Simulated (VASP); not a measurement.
# BH₂Br: screened Coulomb integrals of an active space by constrained RPA

BH₂Br, molecule in box, 4 atoms in the cell.

| Functional | Screened U within a state, mean (eV) | Screened U' between states, mean (eV) | Screened J (eV) | Bare U within a state, mean (eV) | Bare U' between states, mean (eV) | Time (s) |
|---|---|---|---|---|---|---|
| LDA | 7.84 | 6.53 | 0.13 | 10.63 | 8.01 | 282 |
| PBE | 7.88 | 6.49 | 0.13 | 10.67 | 7.92 | 224 |
| r2SCAN | 8.11 | 6.63 | 0.12 | 10.72 | 7.90 | 625 |
| PBE0 | 8.25 | 6.70 | 0.12 | 10.56 | 7.78 | 216 |
| HSE06 | 8.09 | 6.57 | 0.12 | 10.57 | 7.78 | 231 |

Limits: the periodic box is only 6.51 Å wide at its narrowest and no larger one was tried.

## Input of the first row

INCAR.step1:
```
SYSTEM = BH2Br
ENCUT    = 420            ! plane-wave cutoff, eV
PREC     = Accurate       ! precision mode
ISMEAR   = -1             ! smearing method
SIGMA    = 0.02           ! smearing width, eV
LASPH    = .True.         ! aspherical terms in the spheres
EDIFF    = 1E-7           ! SCF threshold, eV
GGA      = CA             ! functional
ALGO     = Normal         ! electronic algorithm
NELM     = 150            ! most SCF steps
LWAVE    = .True.         ! write WAVECAR
LCHARG   = .False.        ! write CHGCAR
```

INCAR.step2, as INCAR.step1 but for:
```
- ALGO = Normal
- NELM = 150
+ ALGO = Exact
+ NELM = 1
+ NBANDS = 126
+ LOPTICS = .True.
```

INCAR.step3:
```
SYSTEM = BH2Br
ENCUT    = 420            ! plane-wave cutoff, eV
PREC     = Accurate       ! precision mode
ISMEAR   = -1             ! smearing method
SIGMA    = 0.02           ! smearing width, eV
LASPH    = .True.         ! aspherical terms in the spheres
GGA      = CA             ! functional
ALGO     = CRPA           ! electronic algorithm
NBANDS   = 128            ! bands
ENCUTGW  = 90             ! cutoff of the response function
PRECFOCK = Fast         
LOCALIZED_BASIS= BLOCH        
LWAVE    = .False.        ! write WAVECAR
LCHARG   = .False.        ! write CHGCAR
NCRPA_BANDS= 6 7          
NTARGET_STATES= 6 7           
```

KPOINTS:
```
k-points
0
Gamma
  1 1 1
```

POSCAR:
```
BH2Br
1.0
    7.5800000000      0.0000000000      0.0000000000
    0.0000000000      6.5100000000      0.0000000000
    0.0000000000      0.0000000000      6.7000000000
B Br H
1 1 2
Direct
    0.4560224300      0.4824808000      0.4941268700
    0.6702704500      0.4228187500      0.6266194100
    0.3297295500      0.3838172100      0.5372014900
    0.4566028900      0.6161827900      0.3733805900
```

Commands (each step's output is kept before the next begins):
```
cat potpaw_LDA.64/B_GW/POTCAR potpaw_LDA.64/Br_GW/POTCAR potpaw_LDA.64/H_GW/POTCAR > POTCAR
cp INCAR.step1 INCAR
mpirun -np 4 vasp_std > vasp.out
cp INCAR.step2 INCAR
mpirun -np 4 vasp_std > vasp.out
cp INCAR.step3 INCAR
mpirun -np 4 vasp_std > vasp.out
```

Changes of the last row against the first:
```
(all steps)
- GGA = CA
+ GGA = PE
+ LHFCALC = True
+ HFSCREEN = 0.2
- cat potpaw_LDA.64/B_GW/POTCAR potpaw_LDA.64/Br_GW/POTCAR potpaw_LDA.64/H_GW/POTCAR > POTCAR
+ cat potpaw_PBE.64/B_GW/POTCAR potpaw_PBE.64/Br_GW/POTCAR potpaw_PBE.64/H_GW/POTCAR > POTCAR
```

VASP 6.6.1 took 282 s on 4 cores (Intel Xeon Platinum 8488C (Sapphire Rapids)), a shared host.
